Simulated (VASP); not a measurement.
Calculation: rev-vdW-DF2, VASP's PBE PAW potentials (set 64) (plane waves; VASP).

Input for VASP

### KPOINTS
```
Automatic
0
Gamma
5 5 7
```

File POSCAR:
```
SnO2
1.0
  4.7918769701   0.0000000000   0.0000000000
  0.0000000000   4.7918769701   0.0000000000
  0.0000000000   0.0000000000   3.2395521661
Sn O
2 4
Direct
  0.0000000000   0.0000000000   0.0000000000
  0.5000000000   0.5000000000   0.5000000000
  0.3061314539   0.3061314539   0.0000000000
  0.8061314539   0.1938685461   0.5000000000
  0.1938685461   0.8061314539   0.5000000000
  0.6938685461   0.6938685461   0.0000000000
```

**INCAR**
```
SIGMA  =  0.05   # width (eV)
ALGO  =  Normal
ISMEAR  =  0
NSW  =  30   # most ionic steps
EDIFF  =  1E-7   # SCF stop (eV)
EDIFFG  =  -0.01   # ionic stop
LCHARG  =  F
LASPH  =  T
NELM  =  100   # most electronic steps
LREAL  =  F
PARAM1  =  0.1234568
PREC  =  Accurate
GGA  =  MK
LMAXMIX  =  4
SYSTEM  =  SnO2
IBRION  =  2   # conjugate gradients
PARAM2  =  0.7114
ENCUT  =  520
ZAB_VDW  =  -1.8867
LUSE_VDW  =  T
LWAVE  =  F
ISIF  =  4
AGGAC  =  0.0
```

POTCAR, in this order: Sn_d O (PBE.64 set). Program: vasp_std.

Output of the run:

File OSZICAR:
```
       N       E                     dE             d eps       ncg     rms          rms(c)
DAV:   1     0.656154362743E+03    0.65615E+03   -0.26316E+04  1611   0.258E+03
DAV:   2     0.648016115367E+02   -0.59135E+03   -0.57108E+03  1684   0.676E+02
DAV:   3    -0.278961214626E+02   -0.92698E+02   -0.91239E+02  1747   0.226E+02
DAV:   4    -0.325937792053E+02   -0.46977E+01   -0.46804E+01  1771   0.559E+01
DAV:   5    -0.327326037892E+02   -0.13882E+00   -0.13877E+00  1907   0.986E+00    0.156E+01
DAV:   6    -0.264656665750E+02    0.62669E+01   -0.25687E+01  2397   0.731E+01    0.563E+00
DAV:   7    -0.265596829235E+02   -0.94016E-01   -0.20883E+00  1607   0.869E+00    0.318E+00
DAV:   8    -0.265289536929E+02    0.30729E-01   -0.32183E-01  2284   0.531E+00    0.800E-01
DAV:   9    -0.265124343010E+02    0.16519E-01   -0.93496E-02  2320   0.398E+00    0.149E-01
DAV:  10    -0.265129463945E+02   -0.51209E-03   -0.59603E-03  2212   0.765E-01    0.479E-02
DAV:  11    -0.265129812765E+02   -0.34882E-04   -0.39581E-04  2350   0.239E-01    0.215E-02
DAV:  12    -0.265129852060E+02   -0.39295E-05   -0.29587E-05  1795   0.438E-02    0.164E-02
DAV:  13    -0.265129810373E+02    0.41687E-05   -0.17423E-05  2328   0.531E-02    0.156E-03
DAV:  14    -0.265129812584E+02   -0.22113E-06   -0.15511E-06  1909   0.105E-02    0.693E-04
DAV:  15    -0.265129812697E+02   -0.11270E-07   -0.42087E-08  1131   0.194E-03
   1 F= -.26512981E+02 E0= -.26512981E+02  d E =-.265130E+02
       N       E                     dE             d eps       ncg     rms          rms(c)
DAV:   1    -0.265131629338E+02   -0.18168E-03   -0.19861E-02  1586   0.101E+00    0.828E-02
DAV:   2    -0.265131096270E+02    0.53307E-04   -0.92497E-04  1856   0.286E-01    0.481E-02
DAV:   3    -0.265130370093E+02    0.72618E-04   -0.89315E-05  2179   0.123E-01    0.103E-02
DAV:   4    -0.265130376177E+02   -0.60841E-06   -0.29909E-05  1864   0.377E-02    0.364E-03
DAV:   5    -0.265130373005E+02    0.31721E-06   -0.21999E-06  1740   0.155E-02    0.118E-03
DAV:   6    -0.265130373263E+02   -0.25805E-07   -0.27580E-07  1523   0.607E-03
   2 F= -.26513037E+02 E0= -.26513037E+02  d E =-.560566E-04
```

**OUTCAR**
```
------------------------ aborting loop because EDIFF is reached ----------------------------------------
  FORCE on cell =-STRESS in cart. coord.  units (eV):
  Direction    XX          YY          ZZ          XY          YZ          ZX
  --------------------------------------------------------------------------------------
  Total        0.0526722      0.0526722      0.0384302      0.0000000      0.0000000      0.0000000
  in kB        1.1344778      1.1344778      0.8277274      0.0000000      0.0000000      0.0000000
  external PRESSURE =       1.0322277 kB  Pullay stress =       0.0000000 kB
  volume of cell :       74.39
      direct lattice vectors                 reciprocal lattice vectors
     4.793426452  0.000000000  0.000000000     0.208619035 -0.000000000  0.000000000
     0.000000000  4.793426452  0.000000000    -0.000000000  0.208619035  0.000000000
     0.000000000  0.000000000  3.237458125     0.000000000  0.000000000  0.308884304
 POSITION                                       TOTAL-FORCE (eV/Angst)
 -----------------------------------------------------------------------------------
      0.00000      0.00000      0.00000        -0.000000      0.000000      0.000000
      2.39671      2.39671      1.61873        -0.000000      0.000000      0.000000
      1.46785      1.46785      0.00000        -0.002393     -0.002393     -0.000000
      3.86456      0.92886      1.61873        -0.002393      0.002393      0.000000
      0.92886      3.86456      1.61873         0.002393     -0.002393      0.000000
      3.32557      3.32557      0.00000         0.002393      0.002393      0.000000
 -----------------------------------------------------------------------------------
    total drift:                                0.000000      0.000000      0.000000
  FREE ENERGIE OF THE ION-ELECTRON SYSTEM (eV)
  ---------------------------------------------------
  free  energy   TOTEN  =       -26.5130373263 eV

  energy  without entropy=      -26.5130373263  energy(sigma->0) =      -26.51303733

 reached required accuracy - stopping structural energy minimisation
```
(Selected blocks of OUTCAR.)

File CONTCAR:
```
SnO2
   1.00000000000000
     4.7934264521290961    0.0000000000000000    0.0000000000000000
     0.0000000000000000    4.7934264521290961    0.0000000000000000
     0.0000000000000000    0.0000000000000000    3.2374581247653387
  Sn              O
     2     4
Direct
     0.0000000000000000    0.0000000000000000    0.0000000000000000
     0.5000000000000000    0.5000000000000000    0.5000000000000000
     0.3062217764257333    0.3062217764257333    0.0000000000000000
     0.8062217764257332    0.1937782235742667    0.5000000000000000
     0.1937782235742667    0.8062217764257332    0.5000000000000000
     0.6937782235742668    0.6937782235742668    0.0000000000000000
```

**OUTCAR**
```
 val. band max:        5.5293046915   @ k =   0.0000   0.0000   0.0000

 cond. band min:       6.3010186781   @ k =   0.0000   0.0000   0.0000


 Fermi energy:         5.7470820796

 k-point     1 :       0.0000    0.0000    0.0000
  band No.  band energies     occupation
      1     -15.4648      2.00000
      2     -14.7705      2.00000
      3     -14.5744      2.00000
      4     -14.5498      2.00000
      5     -14.5498      2.00000
      6     -14.4829      2.00000
      7     -14.4428      2.00000
      8     -14.3678      2.00000
      9     -14.3314      2.00000
     10     -14.3314      2.00000
     11     -13.1188      2.00000
     12     -11.3353      2.00000
     13     -11.3353      2.00000
     14      -9.7330      2.00000
     15      -2.4780      2.00000
     16       1.6028      2.00000
     17       1.6028      2.00000
     18       1.6841      2.00000
     19       2.5370      2.00000
     20       3.5600      2.00000
     21       3.6031      2.00000
     22       4.2745      2.00000
     23       4.2745      2.00000
     24       4.7872      2.00000
     25       4.7872      2.00000
     26       5.5293      2.00000
     27       6.3010      0.00000
     28      11.2336      0.00000
     29      11.5810      0.00000
     30      11.5810      0.00000
     31      15.6642      0.00000

 k-point     2 :       0.2000    0.0000    0.0000
  band No.  band energies     occupation
      1     -15.4093      2.00000
      2     -14.8351      2.00000
      3     -14.5734      2.00000
      4     -14.5476      2.00000
      5     -14.5475      2.00000
      6     -14.5215      2.00000
      7     -14.4347      2.00000
      8     -14.3739      2.00000
      9     -14.3342      2.00000
     10     -14.3341      2.00000
     11     -12.9958      2.00000
     12     -11.5801      2.00000
     13     -11.1320      2.00000
     14      -9.8169      2.00000
     15      -2.2136      2.00000
     16       0.9241      2.00000
     17       1.7780      2.00000
...
```

Unless said otherwise, spin-orbit coupling is left out, though it shifts the bands of the heavy elements here.

The compound is SnO2 in the rutile structure. This run relaxes it. Symmetry was kept, so distortions that lower it aren't found.
